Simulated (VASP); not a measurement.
Given:

```
CELL_PARAMETERS angstrom
      0.00000     2.99698     2.99698
      2.99698     0.00000     2.99698
      2.99698     2.99698     0.00000
ATOMIC_POSITIONS crystal
  Hg 0.00000 0.00000 0.00000
  Te 0.25000 0.25000 0.25000
```

All values below come from PBEsol GGA, VASP's PBE PAW potentials (set 64) (plane waves; VASP 6.6.1). Numerical set-up: 500 eV cut-off, 11×11×11 Γ-centred mesh, first-order Methfessel-Paxton smearing of 0.10 eV, potentials Hg Te.

Energy and stress use the plane-wave basis of the starting cell.

The ions, cell shape and volume at an external pressure of 30.0 GPa are relaxed. Predict the relaxed structure.

```
CELL_PARAMETERS angstrom
      0.00000     2.93163     2.93163
      2.93163     0.00000     2.93163
      2.93163     2.93163     0.00000
ATOMIC_POSITIONS crystal
  Hg 0.00000 0.00000 0.00000
  Te 0.25000 0.25000 0.25000
```
Space group F-43m (216), at a tolerance of 0.03 Å.

How do energy and volume change from the first to the last step?

The energy (σ→0) changes by +266.6 meV/atom and the volume by -6.4 %, in 5 ionic steps.

```
step  E(σ→0) (eV)  max force (eV/Å)  pressure (GPa)  volume (Å³)
----  -----------  ----------------  --------------  -----------
1         -3.6301             0.000           20.08        53.84
2         -0.4443             0.000           76.40        41.87
3         -3.1438             0.000           29.21        50.65
4         -3.1092             0.000           29.81        50.46
5         -3.0968             0.000           30.06        50.39
```

The structure was generated: HgTe was put into the zinc blende type (F-43m), which need not be its known phase. This run relaxes it under an external pressure of 30 GPa. Symmetry was kept, so distortions that lower it aren't found.
